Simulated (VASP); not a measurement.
Write the native input for VASP 6.6.1 that does the following.

```
Task                   : single point
Functional             : PBE
Potentials or basis    : VASP PAW PBE potentials, release 64 (Mg, Na_pv, O)
Cutoff                 : 520 eV
k mesh                 : 6 × 6 × 6
Occupations            : gaussian, width 0.05 eV
Spin                   : no spin polarisation
Further INCAR settings : ALGO = Normal; EDIFF = 1e-06
```

The structure of NaMg3O4 lies in POSCAR:

```
NaMg3O4
1.0
    4.3537536500      0.0000000000      0.0000000000
    0.0000000000      4.3537536500      0.0000000000
    0.0000000000      0.0000000000      4.3537536500
Mg Na O
3 1 4
Direct
    0.5000000000      0.5000000000      0.0000000000
    0.5000000000      0.0000000000      0.5000000000
    0.0000000000      0.5000000000      0.5000000000
    0.0000000000      0.0000000000      0.0000000000
    0.0000000000      0.5000000000      0.0000000000
    0.0000000000      0.0000000000      0.5000000000
    0.5000000000      0.5000000000      0.5000000000
    0.5000000000      0.0000000000      0.0000000000
```

The cell comes from a database or a generator and needn't be the stable form of this composition.

One way to write it, as run:

INCAR

```
PREC = Accurate
ENCUT = 520
EDIFF = 1E-6
ISMEAR = 0
SIGMA = 0.05
LREAL = False
LASPH = True
NELM = 100
ALGO = Normal
ISIF = 2
LWAVE = False
LCHARG = False
GGA = PE
```

KPOINTS

```
regular mesh
0
Gamma
  6 6 6
```

Potentials or basis: VASP PAW PBE potentials, release 64 (Mg, Na_pv, O).

Run with:

```console
$ cat potpaw_PBE.64/Mg/POTCAR potpaw_PBE.64/Na_pv/POTCAR potpaw_PBE.64/O/POTCAR > POTCAR
$ mpirun -np 1 vasp_std > vasp.out
```

Results of the run:

```json
{"Pressure": "-1.4 GPa", "Band gap on the k mesh": "none (metal or under the smearing width)"}
```

Caveat: an odd number of electrons without spin polarisation forces a metal; a magnetic or distorted state may lie lower.

Wall time 20 s on 1 thread of AMD EPYC 9R45 (Zen 5), on a shared host, peak memory 0.16 GiB.
